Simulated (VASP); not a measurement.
Computed with PBE GGA, VASP's PBE PAW potentials (set 64) (plane waves; VASP 6.6.1).

VASP ran on this input.

### INCAR
```
! general
SYSTEM = Si
PREC   = Accurate
ENCUT  = 300   ! plane-wave cut-off (eV)
LREAL  = F
LASPH  = T   ! aspherical one-centre terms

! electronic loop
EDIFF  = 1E-6   ! SCF stop (eV)
NELM   = 100
ALGO   = Normal

! smearing
ISMEAR = 0   ! Gaussian
SIGMA  = 0.01   ! width (eV)

! functional
GGA    = PE

! ions
ISIF   = 2

! output
LWAVE  = F
LCHARG = F
```

File POSCAR:
```
Si
1.0
  0.0000000000   2.7218500000   2.7218500000
  2.7218500000   0.0000000000   2.7218500000
  2.7218500000   2.7218500000   0.0000000000
Si
2
direct
  0.2500000000   0.2500000000   0.2500000000
  0.0000000000   0.0000000000   0.0000000000
```

KPOINTS:
```
Automatic mesh
0
Gamma
5 5 5
0 0 0
```

POTCAR, in this order: Si (PBE.64 set). Program: vasp_std.

The resulting files:

OSZICAR:
```
       N       E                     dE             d eps       ncg     rms          rms(c)
DAV:   1     0.280088991620E+01    0.28009E+01   -0.24551E+03   160   0.500E+02
DAV:   2    -0.107864541700E+02   -0.13587E+02   -0.12886E+02   248   0.661E+01
DAV:   3    -0.109616203514E+02   -0.17517E+00   -0.17517E+00   208   0.956E+00
DAV:   4    -0.109622485027E+02   -0.62815E-03   -0.62815E-03   240   0.613E-01
DAV:   5    -0.109622491204E+02   -0.61764E-06   -0.61764E-06   216   0.134E-02    0.499E+00
DAV:   6    -0.108344538014E+02    0.12780E+00   -0.82678E-02   176   0.151E+00    0.306E+00
DAV:   7    -0.107759251894E+02    0.58529E-01   -0.15983E-01   184   0.223E+00    0.192E-01
DAV:   8    -0.107771833492E+02   -0.12582E-02   -0.42343E-03   208   0.482E-01    0.754E-02
DAV:   9    -0.107774008260E+02   -0.21748E-03   -0.19030E-04   208   0.107E-01    0.557E-02
DAV:  10    -0.107774311971E+02   -0.30371E-04   -0.35877E-05   216   0.445E-02    0.780E-03
DAV:  11    -0.107774309703E+02    0.22675E-06   -0.67052E-07   184   0.563E-03
   1 F= -.10777431E+02 E0= -.10777431E+02  d E =-.556508E-14
```

### OUTCAR
```
------------------------ aborting loop because EDIFF is reached ----------------------------------------
  FORCE on cell =-STRESS in cart. coord.  units (eV):
  Direction    XX          YY          ZZ          XY          YZ          ZX
  --------------------------------------------------------------------------------------
  Total        0.3418390      0.3418390      0.3418390      0.0000000      0.0000000      0.0000000
  in kB       13.5803083     13.5803083     13.5803083      0.0000000      0.0000000      0.0000000
  external PRESSURE =      13.5803083 kB  Pullay stress =       0.0000000 kB
  volume of cell :       40.33
      direct lattice vectors                 reciprocal lattice vectors
     0.000000000  2.721850000  2.721850000    -0.183698587  0.183698587  0.183698587
     2.721850000  0.000000000  2.721850000     0.183698587 -0.183698587  0.183698587
     2.721850000  2.721850000  0.000000000     0.183698587  0.183698587 -0.183698587
 POSITION                                       TOTAL-FORCE (eV/Angst)
 -----------------------------------------------------------------------------------
      1.36092      1.36092      1.36092        -0.000000     -0.000000     -0.000000
      0.00000      0.00000      0.00000         0.000000      0.000000      0.000000
 -----------------------------------------------------------------------------------
    total drift:                               -0.000000     -0.000000      0.000000
  FREE ENERGIE OF THE ION-ELECTRON SYSTEM (eV)
  ---------------------------------------------------
  free  energy   TOTEN  =       -10.7774309703 eV

  energy  without entropy=      -10.7774309703  energy(sigma->0) =      -10.77743097
```
(Selected blocks of OUTCAR.)

File OUTCAR:
```
 val. band max:        5.7729142905   @ k =   0.0000   0.0000   0.0000

 cond. band min:       6.3633716151   @ k =   0.4000   0.4000   0.0000


 Fermi energy:         5.8218171601

 k-point     1 :       0.0000    0.0000    0.0000
  band No.  band energies     occupation
      1      -6.1401      2.00000
      2       5.7729      2.00000
      3       5.7729      2.00000
      4       5.7729      2.00000
      5       8.3299      0.00000
      6       8.3299      0.00000
      7       8.3299      0.00000
      8       9.0640      0.00000

 k-point     2 :       0.2000    0.0000    0.0000
  band No.  band energies     occupation
      1      -5.6255      2.00000
      2       2.7732      2.00000
      3       5.1979      2.00000
      4       5.1979      2.00000
      5       7.9713      0.00000
      6       9.1292      0.00000
      7       9.1292      0.00000
      8      11.7703      0.00000

 k-point     3 :       0.4000    0.0000    0.0000
  band No.  band energies     occupation
      1      -4.2724      2.00000
      2      -0.4717      2.00000
      3       4.6525      2.00000
      4       4.6525      2.00000
      5       7.3702      0.00000
      6       9.1897      0.00000
      7       9.1897      0.00000
      8      13.5991      0.00000

 k-point     4 :       0.2000    0.2000    0.0000
  band No.  band energies     occupation
      1      -5.4484      2.00000
      2       3.1477      2.00000
      3       4.2951      2.00000
      4       4.2951      2.00000
      5       7.2369      0.00000
      6       9.6507      0.00000
      7      10.6527      0.00000
      8      10.6527      0.00000

 k-point     5 :       0.4000    0.2000    0.0000
  band No.  band energies     occupation
      1      -4.3143      2.00000
      2       0.4800      2.00000
      3       3.1636      2.00000
      4       3.7894      2.00000
      5       7.5505      0.00000
      6       9.8547      0.00000
      7      10.6863      0.00000
...
```

The structure comes from a computed database's Si entry; how it stands against other phases isn't given here. The cell was not relaxed at this level.
